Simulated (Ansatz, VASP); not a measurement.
**Ge3Cl: VASP beside Ansatz**

INCAR

```
ALGO = Normal
EDIFF = 1E-6
ENCUT = 520
GGA = PE
ISIF = 2
ISMEAR = 0
LASPH = T
LCHARG = F
LREAL = F
LWAVE = F
NBANDS = 32
NELM = 100
PREC = Accurate
SIGMA = 0.1
```

KPOINTS

```
k-points
0
Gamma
  12 12 12
```

File POSCAR:

```
Ge3Cl
1.0
    0.0000000000      3.4064192896      3.4064192896
    3.4064192896      0.0000000000      3.4064192896
    3.4064192896      3.4064192896      0.0000000000
Ge Cl
3 1
Direct
    0.5000000000      0.5000000000      0.5000000000
    0.2500000000      0.2500000000      0.2500000000
    0.7500000000      0.7500000000      0.7500000000
    0.0000000000      0.0000000000      0.0000000000
```

Input for Ansatz:

```yaml
crystal:
  lattice:
    - [0.0, 3.4064192896, 3.4064192896]
    - [3.4064192896, 0.0, 3.4064192896]
    - [3.4064192896, 3.4064192896, 0.0]
  atoms:
    - { symbol: Ge, position: [0.5, 0.5, 0.5] }
    - { symbol: Ge, position: [0.25, 0.25, 0.25] }
    - { symbol: Ge, position: [0.75, 0.75, 0.75] }
    - { symbol: Cl, position: [0.0, 0.0, 0.0] }
basis:
  ecutwfc: 420
kpoints:
  mp_grid: { grid: [12, 12, 12] }
  band_path:
    path:
      - [[0.0, 0.0, 0.0], [0.5, 0.0, 0.5], [0.625, 0.25, 0.625]]
      - [[0.375, 0.375, 0.75], [0.0, 0.0, 0.0], [0.5, 0.5, 0.5], [0.5, 0.25, 0.75], [0.5, 0.0, 0.5]]
    npoints: 14
hamiltonian:
  xc: pbe
scf:
  occupations: { method: gaussian, width: 0.1 }
  n_extra_bands: 10
output:
  forces: true
  stress: true
  eigenvalues: true
  populations: true
  dos: { projected: true, de: 0.02, nscf_kmesh: { grid: [15, 15, 15] } }
  bader: true
```

The cell was built by a generator and needn't be a form met in nature.

Alike in both runs: task single point; functional PBE; k mesh 12 × 12 × 12; occupations gaussian, width 0.1 eV; no spin polarisation.

```csv
,VASP,Ansatz
version,VASP 6.6.1,Ansatz 0.2.0
potentials or method,"VASP PAW PBE potentials, release 64 (Ge_d, Cl)","scalar-relativistic, plane waves, PAW"
plane-wave cutoff (eV),520,420
valence electrons in the cell,49,49
```

```tsv
	VASP	Ansatz	Ansatz less VASP
gap on the k mesh at the Fermi level (eV)	none	none	-
pressure (GPa)	0.0	0.0	0.00
```

A gap of «none» marks a metal or a gap that the smearing closes.

Caveats: an odd number of electrons without spin polarisation forces a metal; a magnetic or distorted state may lie lower.
